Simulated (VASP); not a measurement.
Mg2TiN2:

```xyz
5
Lattice="-1.9326 2.4844 3.7960 1.9326 -2.4844 3.7960 1.9326 2.4844 -3.7960" Properties=species:S:1:pos:R:3 pbc="T T T"
Mg    0.0000    2.4844    1.5392
Mg    1.9326    0.0000    2.2568
Ti    0.0000    0.0000    0.0000
N     1.9326    1.3256    0.0000
N     0.0000    1.1587    3.7960
```

The cell was built by a generator and needn't be a form met in nature.

| Item | Value |
| --- | --- |
| Program | VASP 6.6.1 |
| Task | relaxation of cell and atoms |
| Functional | PBE |
| Potentials or basis | VASP PAW PBE potentials, release 64 (Mg, Ti_sv, N) |
| Cutoff | 520 eV |
| k mesh | 5 × 5 × 5 |
| Occupations | gaussian, width 0.15 eV |
| Spin | no spin polarisation |

At the start: pressure -14.5 GPa; volume 14.58 Å³/atom.

**Question.** Where does the relaxation end?

**Answer.** Over 19 steps the energy falls by 939.4 meV/atom and the volume is 12.68 Å³/atom (-13.0 %); space group Immm (No. 71, to 0.05 Å).

Step by step:
| step | energy change (eV) | largest force (eV/Å) | pressure (GPa) | volume (Å³) |
| --- | --- | --- | --- | --- |
| 1 | 0.0000 | 1.3992 | -14.50 | 72.90 |
| 2 | -2.9652 | 1.7687 | 7.73 | 59.06 |
| 3 | -2.9951 | 1.9377 | 11.27 | 58.11 |
| 4 | -3.7550 | 2.5266 | 12.97 | 58.74 |
| 5 | -3.8243 | 2.5307 | 12.01 | 58.73 |
| 6 | -4.2411 | 1.3605 | -10.11 | 66.72 |
| 7 | -4.3537 | 1.5327 | -4.85 | 64.01 |
| 8 | -4.6212 | 0.1703 | -1.97 | 63.03 |
| 9 | -4.6214 | 0.1827 | -1.69 | 63.01 |
| 10 | -4.6618 | 0.4928 | 2.67 | 61.81 |
| 11 | -4.6625 | 0.4709 | 2.26 | 61.91 |
| 12 | -4.6887 | 0.2079 | 0.80 | 62.74 |
| 13 | -4.6901 | 0.2145 | 0.43 | 62.98 |
| 14 | -4.6959 | 0.0865 | -0.42 | 63.46 |
| 15 | -4.6960 | 0.0832 | -0.04 | 63.52 |
| 16 | -4.6960 | 0.0622 | -0.45 | 63.63 |
| 17 | -4.6961 | 0.0628 | -0.33 | 63.59 |
| 18 | -4.6961 | 0.0702 | -0.37 | 63.56 |
| 19 | -4.6968 | 0.0705 | 0.47 | 63.42 |

Final structure:
```cif
data_structure
_symmetry_space_group_name_H-M 'P 1'
_symmetry_Int_Tables_number 1
_cell_length_a 5.0387
_cell_length_b 5.0387
_cell_length_c 5.0387
_cell_angle_alpha 146.569
_cell_angle_beta 113.368
_cell_angle_gamma 76.632
_cell_volume 63.42
loop_
_atom_site_label
_atom_site_type_symbol
_atom_site_fract_x
_atom_site_fract_y
_atom_site_fract_z
_atom_site_occupancy
Mg1 Mg 0.65934 0.15934 0.50000 1
Mg2 Mg 0.34066 0.84066 0.50000 1
Ti1 Ti 0.00000 0.00000 0.00000 1
N1 N 0.25362 0.50000 0.75362 1
N2 N 0.74638 0.50000 0.24638 1
```

Caveat: the relaxation stopped at a loose force limit of 0.08 eV/Å, so its end isn't a converged minimum.
